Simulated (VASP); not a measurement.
Data:

```
CELL_PARAMETERS angstrom
      1.77048    -3.06657     0.00000
      1.77048     3.06657     0.00000
      0.00000     0.00000     5.44826
ATOMIC_POSITIONS crystal
  Er 0.33333 0.66667 0.25000
  Er 0.66667 0.33333 0.75000
```

Method: optB86b-vdW, VASP's PBE PAW potentials (set 64) (plane waves; VASP). Run with 520 eV cut-off, 11×11×6 Γ-centred mesh, first-order Methfessel-Paxton smearing of 0.10 eV, potentials Er_3.

The 4f electrons are frozen in the core of the lanthanide potential, so 4f levels, which can set the real gap, and their magnetism are missing.

**Question.** Estimate the energy per atom (σ→0), band gap (on the k-mesh) with the smallest direct gap where there is one.

**Answer.** 
The band gap (on the k-mesh) is none (metal, semimetal or under 0.01 eV) and the energy per atom (σ→0) is -2.035 eV/atom.

Only differences to runs with the same potentials and settings are physical.

The compound is Er in the hcp structure. It was relaxed first. The start is the result of an earlier pass.
